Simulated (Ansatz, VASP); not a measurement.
# V2CSO (V2COS MXene monolayer) in two plane-wave programs, part 2 of 2

Aim: how closely do two programs agree when they are given the same cell, functional and k mesh? The structure shown is the start of the Ansatz relaxation below; VASP solves that cell, so the two are compared at the walk's first step.

VASP 6.6.1 and Ansatz 0.2.0.

So far: Set-up; Ansatz: relaxation, RPBE with D3(BJ), DFT+U.

## 3. VASP: single point, RPBE with D3(BJ), DFT+U, start cell

Level of this step: RPBE with D3(BJ), DFT+U (V d 3 eV), spin-polarised from a ferrimagnetic start; plane waves and PAW (S, V_sv, C, O) (VASP).

The same cell, functional, mesh and smearing now go to VASP, with its own data sets.

Lines of VASP's logs that name or quote its potential files are left out, and so is its time.

File INCAR:

```
SYSTEM = V2CSO
PREC = Accurate
ENCUT = 520
EDIFF = 1E-06
NELM = 200
ISMEAR = -1
SIGMA = 0.05
LREAL = .FALSE.
ALGO = Normal
GGA = RP
IVDW = 12
NBANDS = 30
ISPIN = 2
MAGMOM = -0.07 0.48 -0.74 0.04 0.03
LDAU = .TRUE.
LDAUTYPE = 2
LDAUL = -1 2 -1 -1
LDAUU = 0 3 0 0
LDAUJ = 0 0 0 0
LDAUPRINT = 1
LASPH = .TRUE.
LMAXMIX = 4
LORBIT = 11
LWAVE = .FALSE.
LCHARG = .FALSE.
ISIF = 2
LDIPOL = .TRUE.
IDIPOL = 3
DIPOL = 0.5 0.5 0.345
LVHAR = .TRUE.
GGA_COMPAT = .FALSE.
NELMDL = -8
KPAR = 2
```

File POSCAR:

```
V2CSO
1.0
    3.0121520000      0.0000000000      0.0000000000
   -1.5060760000      2.6086000000      0.0000000000
    0.0000000000      0.0000000000     34.0612340000
S V C O
1 2 1 1
Direct
    0.3333333972      0.6666667944      0.2642300041
    0.6666666028      0.3333332056      0.3139322257
    0.3333333972      0.6666667944      0.3837191865
    0.0000000000      0.0000000000      0.3488257061
    0.6666666028      0.3333332056      0.4148592209
```

File KPOINTS:

```
Automatic mesh
0
Gamma
12 12 1
0 0 0
```

Potentials, in the order of the species: S, V_sv, C and O (PBE family, release 64).

Command:

```bash
> mpirun -np 2 vasp_std
```

Numbers of over 12 decimals in the logs are rounded to 6 here.

What it wrote:

```text
[banner, memory and clock lines left out]
running    2 mpi-ranks, on    1 nodes
 distrk:  each k-point on    1 cores,    2 groups
 distr:  one band on    1 cores,    1 groups

 POSCAR found type information on POSCAR S V C O
 POSCAR found :  4 types and       5 ions
|                                                                             |
|               ----> ADVICE to this user running VASP <----                  |
|                                                                             |
|     You enforced a specific xc type in the INCAR file but a different       |
|     [... a line on the potential file left out ...]
|     I HOPE YOU KNOW WHAT YOU ARE DOING!                                     |
|                                                                             |

 LDA part: xc-table for (Slater+PW92), standard interpolation
 POSCAR, INCAR and KPOINTS ok, starting setup
 FFT: planning ... GRIDC
 FFT: planning ... GRID_SOFT
 FFT: planning ... GRID
 WAVECAR not read
 entering main loop
       N       E                     dE             d eps       ncg     rms          rms(c)
DAV:   1     0.403905456846E+03    0.40391E+03   -0.22593E+04  3000   0.113E+03
DAV:   2    -0.546656427892E+01   -0.40937E+03   -0.39841E+03  2750   0.336E+02
DAV:   3    -0.457231783088E+02   -0.40257E+02   -0.39349E+02  2796   0.975E+01
DAV:   4    -0.470317829507E+02   -0.13086E+01   -0.13032E+01  2770   0.177E+01
DAV:   5    -0.470568817230E+02   -0.25099E-01   -0.25090E-01  2812   0.246E+00
DAV:   6    -0.470575144325E+02   -0.63271E-03   -0.63266E-03  2938   0.391E-01
DAV:   7    -0.470575360981E+02   -0.21666E-04   -0.21666E-04  2902   0.671E-02
DAV:   8    -0.470575370869E+02   -0.98886E-06   -0.98878E-06  2646   0.133E-02    0.395E+01
DAV:   9    -0.431437708396E+02    0.39138E+01   -0.14857E+02  2738   0.801E+01    0.362E+01
DAV:  10    -0.468906474570E+02   -0.37469E+01   -0.31435E+02  3200   0.118E+02    0.264E+01
DAV:  11    -0.387566070828E+02    0.81340E+01   -0.19459E+02  3286   0.616E+01    0.198E+01
DAV:  12    -0.350640117510E+02    0.36926E+01   -0.16179E+01  2708   0.239E+01    0.125E+01
DAV:  13    -0.336639418961E+02    0.14001E+01   -0.27048E+00  2748   0.135E+01    0.716E+00
DAV:  14    -0.330438769656E+02    0.62006E+00   -0.17197E+00  2702   0.901E+00    0.281E+00
[...]
DAV:  46    -0.331684463061E+02   -0.63314E-04   -0.25356E-06  1708   0.884E-03    0.158E-03
DAV:  47    -0.331684701678E+02   -0.23862E-04   -0.21438E-06  1528   0.450E-03    0.115E-03
DAV:  48    -0.331684985660E+02   -0.28398E-04   -0.78863E-07  1588   0.347E-03    0.509E-04
DAV:  49    -0.331685073303E+02   -0.87643E-05   -0.99704E-08  1392   0.129E-03    0.574E-04
DAV:  50    -0.331685129753E+02   -0.56450E-05   -0.11464E-07  1380   0.131E-03    0.717E-04
DAV:  51    -0.331685173336E+02   -0.43583E-05   -0.11602E-07  1422   0.111E-03    0.540E-04
DAV:  52    -0.331685184557E+02   -0.11221E-05   -0.41355E-08  1380   0.714E-04    0.278E-04
DAV:  53    -0.331685190039E+02   -0.54819E-06   -0.13127E-08  1308   0.357E-04
   1 F= -.41016365E+02 E0= -.41007208E+02  d E =-.183140E-01  mag=    -0.2114
```

OUTCAR, selected parts (step 3):

```text
ion  position               nearest neighbor table
   1  0.333  0.667  0.264-   2 2.43   2 2.43   2 2.43
   2  0.667  0.333  0.314-   4 2.11   4 2.11   4 2.11   1 2.43   1 2.43   1 2.43
   3  0.333  0.667  0.384-   5 2.04   5 2.04   5 2.04   4 2.11   4 2.11   4 2.11
   4  0.000  0.000  0.349-   2 2.11   2 2.11   3 2.11   3 2.11   2 2.11   3 2.11
   5  0.667  0.333  0.415-   3 2.04   3 2.04   3 2.04

  LATTYP: Found a hexagonal cell.
 ALAT       =     3.0121520000
 C/A-ratio  =    11.3079399712

 Subroutine GETGRP returns: Found  6 space group operations
 (whereof  6 operations were pure point group operations)

The static configuration has the point symmetry C_3v.

 Found     19 irreducible k-points:

   k-points           NKPTS =     19   k-points in BZ     NKDIM =     19   number of bands    NBANDS=     30

   dimension x,y,z NGX =    24 NGY =   24 NGZ =  256
   dimension x,y,z NGXF=    48 NGYF=   48 NGZF=  512

   ENCUT  =  520.0 eV  38.22 Ry    6.18 a.u.   5.60  5.60 63.33*2*pi/ulx,y,z

   NELECT =      42.0000    total number of electrons

 k-points in reciprocal lattice and weights: Automatic mesh
   0.00000000  0.00000000  0.00000000       0.007
   0.08333333  0.00000000  0.00000000       0.042
   0.16666667  0.00000000  0.00000000       0.042
   0.25000000  0.00000000  0.00000000       0.042
   0.33333333  0.00000000  0.00000000       0.042
   0.41666667 -0.00000000  0.00000000       0.042
   0.50000000  0.00000000  0.00000000       0.021
   0.08333333  0.08333333  0.00000000       0.042
   0.16666667  0.08333333  0.00000000       0.083
[...]
0.33333333  0.25000000  0.00000000       0.083
   0.33333333  0.33333333  0.00000000       0.014

atom =   2  type =  2  l = 2

 onsite density matrix

spin component  1

  0.2650  0.0000 -0.0000 -0.0485  0.0000
  0.0000  0.3121  0.0000  0.0000 -0.0485
 -0.0000  0.0000  0.2445 -0.0000 -0.0000
 -0.0485  0.0000 -0.0000  0.3121 -0.0000
  0.0000 -0.0485 -0.0000 -0.0000  0.2650

spin component  2

  0.3170 -0.0000 -0.0000 -0.0156  0.0000
 -0.0000  0.3523  0.0000  0.0000 -0.0156
 -0.0000  0.0000  0.2684 -0.0000 -0.0000
 -0.0156  0.0000 -0.0000  0.3523 -0.0000
  0.0000 -0.0156 -0.0000 -0.0000  0.3170

 occupancies and eigenvectors

  o =  0.2346  v = -0.0000  0.5308  0.0000 -0.0000  0.8475  0.0000  0.0000  0.0000  0.0000  0.0000      0.0000  0.0000  0.0000  0.0000  0.0000  0.0000  0.0000  0.0000  0.0000  0.0000
  o =  0.2346  v = -0.8475 -0.0000 -0.0000 -0.5308 -0.0000  0.0000  0.0000  0.0000  0.0000  0.0000      0.0000  0.0000  0.0000  0.0000  0.0000  0.0000  0.0000  0.0000  0.0000  0.0000
  o =  0.2445  v = -0.0000 -0.0000  1.0000 -0.0000 -0.0000  0.0000  0.0000  0.0000  0.0000  0.0000      0.0000  0.0000  0.0000  0.0000  0.0000  0.0000  0.0000  0.0000  0.0000  0.0000
  o =  0.2684  v =  0.0000  0.0000  0.0000  0.0000  0.0000  0.0000  0.0000  1.0000 -0.0000  0.0000      0.0000  0.0000  0.0000  0.0000  0.0000  0.0000  0.0000  0.0000  0.0000  0.0000
  o =  0.3111  v =  0.0000  0.0000  0.0000  0.0000  0.0000  0.0000 -0.3541  0.0000 -0.0000 -0.9352      0.0000  0.0000  0.0000  0.0000  0.0000  0.0000  0.0000  0.0000  0.0000  0.0000
  o =  0.3111  v =  0.0000  0.0000  0.0000  0.0000  0.0000 -0.9352  0.0000 -0.0000 -0.3541  0.0000      0.0000  0.0000  0.0000  0.0000  0.0000  0.0000  0.0000  0.0000  0.0000  0.0000
  o =  0.3425  v =  0.0000  0.8475  0.0000 -0.0000 -0.5308  0.0000  0.0000  0.0000  0.0000  0.0000      0.0000  0.0000  0.0000  0.0000  0.0000  0.0000  0.0000  0.0000  0.0000  0.0000
  o =  0.3425  v = -0.5308  0.0000  0.0000  0.8475 -0.0000  0.0000  0.0000  0.0000  0.0000  0.0000      0.0000  0.0000  0.0000  0.0000  0.0000  0.0000  0.0000  0.0000  0.0000  0.0000
  o =  0.3582  v =  0.0000  0.0000  0.0000  0.0000  0.0000  0.0000  0.9352  0.0000 -0.0000 -0.3541      0.0000  0.0000  0.0000  0.0000  0.0000  0.0000  0.0000  0.0000  0.0000  0.0000
  o =  0.3582  v =  0.0000  0.0000  0.0000  0.0000  0.0000  0.3541  0.0000 -0.0000 -0.9352  0.0000      0.0000  0.0000  0.0000  0.0000  0.0000  0.0000  0.0000  0.0000  0.0000  0.0000

atom =   3  type =  2  l = 2

 onsite density matrix

spin component  1

  0.2708 -0.0000  0.0000 -0.0271 -0.0000
 -0.0000  0.3308  0.0000  0.0000 -0.0271
  0.0000  0.0000  0.2167  0.0000 -0.0000
 -0.0271  0.0000  0.0000  0.3308 -0.0000
 -0.0000 -0.0271 -0.0000 -0.0000  0.2708

spin component  2

  0.3028  0.0000  0.0000 -0.0167 -0.0000
  0.0000  0.3260  0.0000 -0.0000 -0.0167
  0.0000  0.0000  0.1934  0.0000 -0.0000
 -0.0167 -0.0000  0.0000  0.3260  0.0000
 -0.0000 -0.0167 -0.0000  0.0000  0.3028

 occupancies and eigenvectors

[...]
o =  0.2167  v =  0.0000  0.0000  1.0000  0.0000  0.0000  0.0000  0.0000  0.0000  0.0000  0.0000      0.0000  0.0000  0.0000  0.0000  0.0000  0.0000  0.0000  0.0000  0.0000  0.0000
  o =  0.2604  v =  0.0000 -0.3593  0.0000  0.0000 -0.9332  0.0000  0.0000  0.0000  0.0000  0.0000      0.0000  0.0000  0.0000  0.0000  0.0000  0.0000  0.0000  0.0000  0.0000  0.0000
  o =  0.2604  v = -0.9332  0.0000  0.0000 -0.3593 -0.0000  0.0000  0.0000  0.0000  0.0000  0.0000      0.0000  0.0000  0.0000  0.0000  0.0000  0.0000  0.0000  0.0000  0.0000  0.0000
  o =  0.2941  v =  0.0000  0.0000  0.0000  0.0000  0.0000 -0.0000  0.4639 -0.0000 -0.0000  0.8859      0.0000  0.0000  0.0000  0.0000  0.0000  0.0000  0.0000  0.0000  0.0000  0.0000
  o =  0.2941  v =  0.0000  0.0000  0.0000  0.0000  0.0000 -0.8859 -0.0000  0.0000 -0.4639 -0.0000      0.0000  0.0000  0.0000  0.0000  0.0000  0.0000  0.0000  0.0000  0.0000  0.0000
  o =  0.3347  v =  0.0000  0.0000  0.0000  0.0000  0.0000 -0.0000 -0.8859 -0.0000  0.0000  0.4639      0.0000  0.0000  0.0000  0.0000  0.0000  0.0000  0.0000  0.0000  0.0000  0.0000
  o =  0.3347  v =  0.0000  0.0000  0.0000  0.0000  0.0000 -0.4639  0.0000  0.0000  0.8859 -0.0000      0.0000  0.0000  0.0000  0.0000  0.0000  0.0000  0.0000  0.0000  0.0000  0.0000
  o =  0.3412  v =  0.0000  0.9332  0.0000  0.0000 -0.3593  0.0000  0.0000  0.0000  0.0000  0.0000      0.0000  0.0000  0.0000  0.0000  0.0000  0.0000  0.0000  0.0000  0.0000  0.0000
  o =  0.3412  v =  0.3593  0.0000  0.0000 -0.9332 -0.0000  0.0000  0.0000  0.0000  0.0000  0.0000      0.0000  0.0000  0.0000  0.0000  0.0000  0.0000  0.0000  0.0000  0.0000  0.0000

 dipolmoment           0.000000      0.000000      0.066513 electrons x Angstroem

 average (electrostatic) potential at core
       1 -94.8114       2 -84.8996       3 -85.5717       4 -57.9145       5 -78.5771

 E-fermi :  -2.7980

 spin component 1
 k-point     1 :       0.0000    0.0000    0.0000
  band No.  band energies     occupation
    ...
     16      -5.2756      1.00000
     17      -5.2756      1.00000
     18      -4.9207      1.00000
     19      -3.3009      0.99996
     20      -3.3009      0.99996
     21      -2.7484      0.27056
     22      -2.5814      0.01297
     23      -2.5814      0.01297
     24      -2.1237      0.00000
     25      -2.1237      0.00000
    ...

 k-point     2 :       0.0833    0.0000    0.0000
  band No.  band energies     occupation
    ...
     17      -5.3252      1.00000
     18      -4.7384      1.00000
     19      -3.7298      1.00000
     20      -3.5025      1.00000
     21      -3.0479      0.99330
     22      -2.4794      0.00170
     23      -2.2996      0.00005
     24      -2.0559      0.00000
     25      -1.9909      0.00000
     26      -0.9126      0.00000
    ...

 k-point     3 :       0.1667    0.0000    0.0000
  band No.  band energies     occupation
    ...
     17      -5.4788      1.00000
     18      -5.0352      1.00000
     19      -4.5007      1.00000
     20      -3.7483      1.00000
     21      -3.3621      0.99999
     22      -2.4705      0.00143
     23      -2.2291      0.00001
     24      -1.8793      0.00000
     25      -1.6047      0.00000
     26      -1.1755      0.00000
    ...

 k-point     4 :       0.2500    0.0000    0.0000
  band No.  band energies     occupation
    ...
     17      -5.9140      1.00000
     18      -5.6728      1.00000
     19      -4.9469      1.00000
     20      -3.9038      1.00000
     21      -3.6642      1.00000
     22      -2.3778      0.00022
     23      -2.1915      0.00001
     24      -1.6782      0.00000
     25      -1.2957      0.00000
     26      -1.2488      0.00000
    ...

 k-point     5 :       0.3333    0.0000    0.0000
  band No.  band energies     occupation
    ...
     17      -6.1672      1.00000
     18      -5.7914      1.00000
     19      -5.2737      1.00000
     20      -4.0005      1.00000
     21      -3.8783      1.00000
     22      -2.1498      0.00000
     23      -2.1440      0.00000
     24      -1.4222      0.00000
     25      -1.2655      0.00000
     26      -1.2604      0.00000
    ...

 k-point     6 :       0.4167   -0.0000    0.0000
  band No.  band energies     occupation
    ...
     17      -6.4569      1.00000
     18      -5.8213      1.00000
     19      -5.4033      1.00000
     20      -4.0368      1.00000
     21      -3.9881      1.00000
     22      -2.1568      0.00000
     23      -1.9431      0.00000
     24      -1.4030      0.00000
     25      -1.3157      0.00000
     26      -0.9774      0.00000
    ...

 Edisp (eV)   -7.84785

  Total     -10.38666   -10.38666    -9.92475     0.00000     0.00000     0.00000
  in kB     -62.17874   -62.17873   -59.41355     0.00000     0.00000     0.00000
  external pressure =      -61.26 kB  Pullay stress =        0.00 kB

  energy-cutoff  :      520.00
  volume of cell :      267.64
      direct lattice vectors                 reciprocal lattice vectors
     3.012152000  0.000000000  0.000000000     0.331988558  0.191673695  0.000000000
    -1.506076000  2.608600000  0.000000000     0.000000000  0.383347389  0.000000000
     0.000000000  0.000000000 34.061234000     0.000000000  0.000000000  0.029358889

 POSITION                                       TOTAL-FORCE (eV/Angst)
 -----------------------------------------------------------------------------------
      0.00000      1.73907      9.00000         0.000000     -0.000000      1.913778
      1.50608      0.86953     10.69292        -0.000000     -0.000000      0.720388
      0.00000      1.73907     13.06995        -0.000000     -0.000000     -0.758514
      0.00000      0.00000     11.88143         0.000000      0.000000     -0.717680
      1.50608      0.86953     14.13062         0.000000     -0.000000     -1.157971
 -----------------------------------------------------------------------------------
    total drift:                               -0.000000      0.000246     -0.000566

  FREE ENERGIE OF THE ION-ELECTRON SYSTEM (eV)
  ---------------------------------------------------
  free  energy   TOTEN  =       -41.0163653983 eV

  energy  without entropy=      -40.9980514396  energy(sigma->0) =      -41.00720842

 vacuum level on the upper side and lower side of the slab         3.836         2.305

 total charge
# of ion       s       p       d       tot
------------------------------------------
    1        1.380   2.295   0.000   3.675
    2        2.252   6.272   2.974  11.498
    3        2.253   6.286   2.840  11.379
    4        0.897   1.526   0.000   2.423
    5        1.585   3.366   0.000   4.951
--------------------------------------------------
tot          8.366  19.745   5.814  33.926

 magnetization (x)
# of ion       s       p       d       tot
------------------------------------------
    1        0.001   0.016   0.000   0.017
    2       -0.002  -0.002  -0.207  -0.211
    3        0.001   0.001  -0.031  -0.029
    4        0.002   0.015   0.000   0.016
    5        0.000   0.002   0.000   0.002
--------------------------------------------------
tot          0.002   0.032  -0.239  -0.204

[... 6 further parts left out ...]
```

## 4. Side by side

Known differences besides the potentials themselves: VASP starts from the moments at which Ansatz ended; U acts on the PAW sphere in VASP and on atomic orbitals in Ansatz, so only states and trends compare; Ansatz cuts the interaction across the vacuum, VASP repeats the sheet with a dipole correction; Ansatz makes its cores anew for this functional, VASP keeps those of its PBE data sets; Ansatz takes its cutoff from its data sets, VASP runs at 520 eV. Total energies have different zeros and are not compared.

Forces (eV/Å; atoms numbered as in POSCAR):

```csv
atom,"Ansatz x, y, z","VASP x, y, z"
S1,"0.000, 0.000, 1.707","0.000, 0.000, 1.914"
V2,"0.000, 0.000, 0.131","0.000, 0.000, 0.720"
V3,"0.000, 0.000, 1.163","0.000, 0.000, -0.759"
C4,"0.000, 0.000, -1.221","0.000, 0.000, -0.718"
O5,"0.000, 0.000, -1.780","0.000, 0.000, -1.158"
```

The forces differ by 561 meV/Å r.m.s., which is 84.5 % of the r.m.s. force of 0.664 eV/Å (both taken over all components). Moments aren't recorded for both runs of this pair, so they may hold unlike magnetic states. With vacuum in the cell, a pressure given here is an average over mostly empty space and none of the material.

## 5. Summary of results

```
r.m.s. force difference (single point, RPBE with D3(BJ), DFT+U, start cell) : 84 % of the r.m.s. force
```

The r.m.s. force difference is 84 % of the r.m.s. force (single point, RPBE with D3(BJ), DFT+U, start cell). What causes the difference of the single point, RPBE with D3(BJ), DFT+U, start cell pair stays open here. 1 further run of this series is not shown here. How closely two codes agree says nothing of how well the functional describes the real material.

[Lines on the potential files, build, host, timing and source positions are cut from VASP's logs without a mark.]

[Logs are printed without paths, hosts, clocks, repeated set-up lines and the standing remarks that a program may print on its own settings, such as how far it seeks lower states.]

[Hosts, paths, dates, database ids (printed as entryN), source tags and the programs' standing remarks are cut or masked in the printed files.]
